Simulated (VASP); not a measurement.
Output of a VASP run:

### OSZICAR
```
...
DAV:   9    -0.823545733633E+02   -0.35523E-05   -0.87810E-05  1284   0.524E-02
   7 F= -.82354573E+02 E0= -.82348491E+02  d E =-.139509E-01
       N       E                     dE             d eps       ncg     rms          rms(c)
DAV:   1    -0.823562647098E+02   -0.16949E-02   -0.31981E+00  1400   0.489E+00    0.307E-01
DAV:   2    -0.824167868094E+02   -0.60522E-01   -0.30628E-01  1500   0.190E+00    0.296E+00
DAV:   3    -0.823608048304E+02    0.55982E-01   -0.30288E-01  1520   0.190E+00    0.510E-01
DAV:   4    -0.823609027180E+02   -0.97888E-04   -0.18588E-02  1476   0.553E-01    0.383E-01
DAV:   5    -0.823602432422E+02    0.65948E-03   -0.50102E-03  1488   0.333E-01    0.211E-01
DAV:   6    -0.823600295592E+02    0.21368E-03   -0.17405E-03  1460   0.230E-01    0.143E-01
DAV:   7    -0.823600171845E+02    0.12375E-04   -0.98509E-04  1468   0.165E-01    0.135E-01
DAV:   8    -0.823599086100E+02    0.10857E-03   -0.87852E-04  1468   0.131E-01    0.583E-02
DAV:   9    -0.823599087524E+02   -0.14243E-06   -0.14847E-04  1496   0.702E-02    0.513E-02
DAV:  10    -0.823598875289E+02    0.21224E-04   -0.66834E-05   888   0.470E-02    0.150E-02
DAV:  11    -0.823598875893E+02   -0.60372E-07   -0.12781E-05   776   0.197E-02
   8 F= -.82359888E+02 E0= -.82353737E+02  d E =-.531423E-02
       N       E                     dE             d eps       ncg     rms          rms(c)
DAV:   1    -0.823543018563E+02    0.55857E-02   -0.78156E+00  1400   0.764E+00    0.466E-01
DAV:   2    -0.824531261257E+02   -0.98824E-01   -0.52299E-01  1484   0.251E+00    0.375E+00
DAV:   3    -0.823674047198E+02    0.85721E-01   -0.51927E-01  1540   0.250E+00    0.903E-01
DAV:   4    -0.823660428149E+02    0.13619E-02   -0.53087E-02  1484   0.898E-01    0.644E-01
DAV:   5    -0.823641009211E+02    0.19419E-02   -0.11827E-02  1480   0.518E-01    0.318E-01
DAV:   6    -0.823635725604E+02    0.52836E-03   -0.43007E-03  1460   0.361E-01    0.222E-01
DAV:   7    -0.823635572629E+02    0.15298E-04   -0.24251E-03  1480   0.262E-01    0.215E-01
DAV:   8    -0.823632521973E+02    0.30507E-03   -0.20277E-03  1456   0.205E-01    0.829E-02
DAV:   9    -0.823632531644E+02   -0.96711E-06   -0.32220E-04  1476   0.104E-01    0.752E-02
DAV:  10    -0.823632101537E+02    0.43011E-04   -0.10996E-04  1292   0.649E-02    0.335E-02
DAV:  11    -0.823632080079E+02    0.21458E-05   -0.30370E-05   856   0.312E-02
   9 F= -.82363208E+02 E0= -.82356978E+02  d E =-.863464E-02
       N       E                     dE             d eps       ncg     rms          rms(c)
DAV:   1    -0.823625798115E+02    0.63034E-03   -0.13043E+00  1400   0.312E+00    0.232E-01
DAV:   2    -0.823711875887E+02   -0.86078E-02   -0.49979E-02  1484   0.835E-01    0.101E+00
DAV:   3    -0.823662504701E+02    0.49371E-02   -0.64882E-02  1516   0.882E-01    0.602E-01
DAV:   4    -0.823650365319E+02    0.12139E-02   -0.18262E-02  1536   0.501E-01    0.351E-01
DAV:   5    -0.823643639586E+02    0.67257E-03   -0.32704E-03  1496   0.289E-01    0.169E-01
DAV:   6    -0.823642597091E+02    0.10425E-03   -0.54611E-04  1476   0.135E-01    0.109E-01
DAV:   7    -0.823642604519E+02   -0.74282E-06   -0.70286E-04  1532   0.118E-01    0.101E-01
DAV:   8    -0.823642050021E+02    0.55450E-04   -0.40026E-04  1500   0.102E-01    0.516E-02
DAV:   9    -0.823642006837E+02    0.43184E-05   -0.15033E-04  1124   0.529E-02    0.377E-02
DAV:  10    -0.823641919967E+02    0.86869E-05   -0.48061E-05   816   0.373E-02
  10 F= -.82364192E+02 E0= -.82357983E+02  d E =-.983989E-03
```

### OUTCAR
```
------------------------ aborting loop because EDIFF is reached ----------------------------------------
  FORCE on cell =-STRESS in cart. coord.  units (eV):
  Direction    XX          YY          ZZ          XY          YZ          ZX
  --------------------------------------------------------------------------------------
  Total       -5.9209930     -5.9209936     -0.4161697      0.0000006     -0.0000000      0.0000000
  in kB      -16.7576481    -16.7576498     -1.1778473      0.0000018     -0.0000000      0.0000000
  external PRESSURE =     -11.5643817 kB  Pullay stress =       0.0000000 kB
  volume of cell :      566.10
      direct lattice vectors                 reciprocal lattice vectors
     5.576417745  0.000000000  0.000000000     0.179326594 -0.103534233  0.000000000
     2.788208366  4.829319673  0.000000000     0.000000000  0.207068504  0.000000000
     0.000000000  0.000000000 21.020875933     0.000000000  0.000000000  0.047571757
 POSITION                                       TOTAL-FORCE (eV/Angst)
 -----------------------------------------------------------------------------------
      0.00090      0.00052      7.08272        -0.002837     -0.001638     -0.015588
      2.78731      0.00052      7.08272         0.002837     -0.001638     -0.015588
      1.39410      2.41362      7.08272        -0.000000      0.003276     -0.015588
      4.18231      2.41466      7.09735         0.000000     -0.000000     -0.009286
      1.39411      0.80489      9.35367         0.000000     -0.000000     -0.015398
      4.18232      0.79540      9.36640         0.000000     -0.000330     -0.001482
      2.78000      3.22429      9.36640        -0.000286      0.000165     -0.001482
      5.58463      3.22429      9.36640         0.000286      0.000165     -0.001482
      5.58238      1.60632     11.60199         0.002543     -0.001468      0.015145
      2.78224      1.60632     11.60199        -0.002543     -0.001468      0.015145
      6.97052      4.02443     11.68063         0.000000     -0.000000      0.001394
      4.18231      4.03133     11.60199        -0.000000      0.002936      0.015145
      8.33143      4.81016     13.91116         0.020621      0.011905      0.003809
      5.60961      4.81016     13.91116        -0.020621      0.011905      0.003809
      6.97052      2.45299     13.91116         0.000000     -0.023811      0.003809
      4.18231      2.41466     13.83661         0.000000     -0.000000      0.006106
      1.39411      0.80489     15.70295         0.000000     -0.000000      0.011532
 -----------------------------------------------------------------------------------
    total drift:                                0.009685      0.005592      0.004030
  FREE ENERGIE OF THE ION-ELECTRON SYSTEM (eV)
  ---------------------------------------------------
  free  energy   TOTEN  =       -82.3641919967 eV

  energy  without entropy=      -82.3455644788  energy(sigma->0) =      -82.35798282

 reached required accuracy - stopping structural energy minimisation
```
(Selected blocks of OUTCAR.)

**POSCAR**
```
Pd16Cl
1
    5.5764177446     0.0000000000     0.0000000000
    2.7882083655     4.8293196726     0.0000000000
    0.0000000000     0.0000000000    21.0208759327
Pd Cl
16 1
Direct
  0.0000000000   0.0000000000   0.3375500000
  0.5000000000   0.0000000000   0.3375500000
  0.0000000000   0.5000000000   0.3375500000
  0.5000000000   0.5000000000   0.3375500000
  0.1666670000   0.1666670000   0.4458500000
  0.6666670000   0.1666670000   0.4458500000
  0.1666670000   0.6666670000   0.4458500000
  0.6666670000   0.6666670000   0.4458500000
 -0.1666670000   0.3333330000   0.5541500000
  0.3333330000   0.3333330000   0.5541500000
 -0.1666670000   0.8333330000   0.5541500000
  0.3333330000   0.8333330000   0.5541500000
  0.0000000000   0.0000000000   0.6624500000
  0.5000000000   0.0000000000   0.6624500000
  0.0000000000   0.5000000000   0.6624500000
  0.5000000000   0.5000000000   0.6624500000
  0.1666670000   0.1666670000   0.7321780000
```

Reconstruct the remaining input files.

This is not unique; one that fits is the input of the run itself, PBE GGA, plane waves, VASP's PBE PAW potentials (set 64).

File KPOINTS:
```
Regular mesh
0
G
 6 6 1
0 0 0
```

### INCAR
```
! general
SYSTEM  = Pd16Cl
PREC    = Normal
ENCUT   = 400
LREAL   = .False.
LASPH   = .True.

! electronic loop
EDIFF   = 1E-5   ! SCF stop (eV)
NELM    = 100   ! most electronic steps
NELMIN  = 4
ALGO    = Normal   ! blocked Davidson
LMAXMIX = 4

! smearing
ISMEAR  = 1   ! Methfessel-Paxton
SIGMA   = 0.1   ! width (eV)

! functional
GGA     = PE

! ions
IBRION  = 2   ! conjugate gradients
NSW     = 50
ISIF    = 2   ! forces and stress, cell fixed
EDIFFG  = -0.03   ! ionic stop

! output
LWAVE   = .True.
LCHARG  = .False.

! other
LDIPOL  = .True.
IDIPOL  = 3
DIPOL   = 0.5 0.5 0.5
```

POTCAR, in this order: Pd Cl (PBE.64 set). Program: vasp_std.

The cell is a thin slab with vacuum, built from Pd (fcc): (111) face, Cl adsorbed.
